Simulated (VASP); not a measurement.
Elastic constants (GPa) of a crystal from PBEsol GGA, VASP's PBE PAW potentials (set 64) (VASP):

```csv
,xx,yy,zz,yz,xz,xy
xx,665.1,224.8,262.3,0.0,0.0,0.0
yy,224.8,665.1,262.3,0.0,0.0,0.0
zz,262.3,262.3,656.3,0.0,0.0,0.0
yz,0.0,0.0,0.0,94.8,0.0,0.0
xz,0.0,0.0,0.0,0.0,94.8,0.0
xy,0.0,0.0,0.0,0.0,0.0,220.1
```

Finite-difference elastic constants of metals are sensitive to mesh and smearing; shear constants can be off by tens of GPa.

Problem. Work out the Voigt, Reuss and Hill moduli, Young's modulus and Poisson's ratio.

Solution. All eigenvalues are positive (smallest 94.8 GPa), so the crystal is stable. K_V = (C11+C22+C33+2(C12+C13+C23))/9 = (1986.5 + 2×749.4)/9 = 387.3 GPa; G_V = (1986.5 − 749.4 + 3×409.7)/15 = 164.4 GPa. From the compliances, K_R = 387.1 GPa and G_R = 141.3 GPa. Hill: K = 387.2 GPa, G = 152.9 GPa, E = 9KG/(3K+G) = 405.2 GPa, ν = (3K−2G)/(2(3K+G)) = 0.326. K/G = 2.53, above Pugh's 1.75; universal anisotropy A^U = 0.82.

Problem. With a density of 22.56 g/cm³, what are the mean sound speeds?

Solution. v_l = √((K+4G/3)/ρ) = 5.12 km/s and v_t = √(G/ρ) = 2.60 km/s. The crystal is Ir (relaxed from the hcp structure, space group P6_3/mmc), hexagonal.

The structure was generated: Ir was put into the hcp type (P6_3/mmc), which need not be its known phase. It was relaxed first.
